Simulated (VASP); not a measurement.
Level of theory: vdW-DF2, VASP's PBE PAW potentials (set 64) (plane waves; VASP).

A VASP calculation is set up with these files.

**POSCAR**
```
HgTe
1
    0.0000000000     3.3781986622     3.3781986622
    3.3781986622     0.0000000000     3.3781986622
    3.3781986622     3.3781986622     0.0000000000
Hg Te
1 1
Direct
  0.0000000000   0.0000000000   0.0000000000
  0.2500000000   0.2500000000   0.2500000000
```

### KPOINTS
```
Automatic mesh
0
gamma
  9 9 9
0 0 0
```

INCAR:
```
SYSTEM = HgTe
PREC = Accurate
ENCUT = 520
EDIFF = 1E-7
NELM = 100
ALGO = Normal
LREAL = .FALSE.
LASPH = .TRUE.
ISMEAR = 1
SIGMA = 0.1
GGA = ML
ZAB_VDW = -1.8867
LUSE_VDW = .TRUE.
AGGAC = 0.0
LMAXMIX = 6
LWAVE = .FALSE.
LCHARG = .FALSE.
ISIF = 2
```

POTCAR, in this order: Hg Te (PBE.64 set). Program: vasp_std.

What VASP printed:

File OSZICAR:
```
       N       E                     dE             d eps       ncg     rms          rms(c)
DAV:   1     0.111606716493E+03    0.11161E+03   -0.79897E+03   910   0.118E+03
DAV:   2     0.592131225609E+01   -0.10569E+03   -0.99676E+02   970   0.262E+02
DAV:   3     0.119066419569E+01   -0.47306E+01   -0.47076E+01  1100   0.573E+01
DAV:   4     0.114350906592E+01   -0.47155E-01   -0.47144E-01  1237   0.527E+00
DAV:   5     0.114334497573E+01   -0.16409E-03   -0.16409E-03  1080   0.304E-01    0.536E+00
DAV:   6     0.139166493754E+01    0.24832E+00   -0.64633E-01  1005   0.109E+01    0.454E+00
DAV:   7     0.139324957711E+01    0.15846E-02   -0.10494E-01   975   0.245E+00    0.199E+00
DAV:   8     0.139314168614E+01   -0.10789E-03   -0.73967E-03   980   0.110E+00    0.575E-01
DAV:   9     0.139290073444E+01   -0.24095E-03   -0.12850E-03  1010   0.396E-01    0.693E-02
DAV:  10     0.139284409015E+01   -0.56644E-04   -0.11719E-04   986   0.115E-01    0.595E-02
DAV:  11     0.139282090683E+01   -0.23183E-04   -0.37077E-05   940   0.672E-02    0.984E-03
DAV:  12     0.139282057237E+01   -0.33446E-06   -0.23937E-06  1068   0.138E-02    0.507E-03
DAV:  13     0.139282084722E+01    0.27485E-06   -0.19348E-07   969   0.448E-03    0.344E-03
DAV:  14     0.139282098736E+01    0.14014E-06   -0.24805E-08   540   0.166E-03    0.235E-04
DAV:  15     0.139282100723E+01    0.19874E-07   -0.61773E-09   485   0.867E-04
   1 F= 0.13928210E+01 E0= 0.13927247E+01  d E =0.288892E-03
```

### OUTCAR
```
------------------------ aborting loop because EDIFF is reached ----------------------------------------
  FORCE on cell =-STRESS in cart. coord.  units (eV):
  Direction    XX          YY          ZZ          XY          YZ          ZX
  --------------------------------------------------------------------------------------
  Total        0.9070140      0.9070140      0.9070140      0.0000000      0.0000000      0.0000000
  in kB       18.8468615     18.8468615     18.8468615      0.0000000      0.0000000      0.0000000
  external PRESSURE =      18.8468615 kB  Pullay stress =       0.0000000 kB
  volume of cell :       77.11
      direct lattice vectors                 reciprocal lattice vectors
     0.000000000  3.378198662  3.378198662    -0.148007873  0.148007873  0.148007873
     3.378198662  0.000000000  3.378198662     0.148007873 -0.148007873  0.148007873
     3.378198662  3.378198662  0.000000000     0.148007873  0.148007873 -0.148007873
 POSITION                                       TOTAL-FORCE (eV/Angst)
 -----------------------------------------------------------------------------------
      0.00000      0.00000      0.00000        -0.000000     -0.000000     -0.000000
      1.68910      1.68910      1.68910         0.000000      0.000000      0.000000
 -----------------------------------------------------------------------------------
    total drift:                                0.000000      0.000000      0.000000
  FREE ENERGIE OF THE ION-ELECTRON SYSTEM (eV)
  ---------------------------------------------------
  free  energy   TOTEN  =         1.3928210072 eV

  energy  without entropy=        1.3925321154  energy(sigma->0) =        1.39272471
```
(Selected blocks of OUTCAR.)

The compound is HgTe in the zinc blende structure. This cell is one point of a volume scan, at 0.94 of the reference volume.
